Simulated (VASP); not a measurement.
Data:

```xyz
6
Lattice="1.6868 -2.9217 0.0000 1.6868 2.9217 0.0000 0.0000 0.0000 17.7704" Properties=species:S:1:pos:R:3 pbc="T T T"
W      1.6868     0.9739     4.4426
W      1.6868    -0.9739    13.3278
Se     1.6868     0.9739    15.0259
Se     1.6868    -0.9739     6.1407
Se     1.6868    -0.9739     2.7445
Se     1.6868     0.9739    11.6297
```

All values below come from revPBE GGA, VASP's PBE PAW potentials (set 64) (plane waves; VASP 6.6.1). Numerical set-up: 520 eV cut-off, 8×8×2 Γ-centred mesh, Gaussian smearing of 0.050 eV, potentials W_sv Se.

Without a dispersion term in the relaxation, distances and binding between the weakly bound layers, chains or molecules are unreliable, and so is what depends on them.

Task: The ions and cell shape at fixed volume are relaxed. Give the cell that the relaxation ends in.

Result: 
```xyz
6
Lattice="1.6711 -2.8945 0.0000 1.6711 2.8945 0.0000 0.0000 0.0000 18.1058" Properties=species:S:1:pos:R:3 pbc="T T T"
W      1.6711     0.9648     4.5265
W      1.6711    -0.9648    13.5794
Se     1.6711     0.9648    15.2597
Se     1.6711    -0.9648     6.2068
Se     1.6711    -0.9648     2.8461
Se     1.6711     0.9648    11.8990
```
Space group P6_3/mmc (194), at a tolerance of 0.03 Å.

Task: How much energy does the relaxation gain?

Result: The energy (σ→0) changes by -7.0 meV/atom, in 8 ionic steps.

The compound is WSe2 in the 2H layered structure. This cell is one point of a volume scan, at 1.03 of the reference volume. Symmetry was kept, so distortions that lower it aren't found.
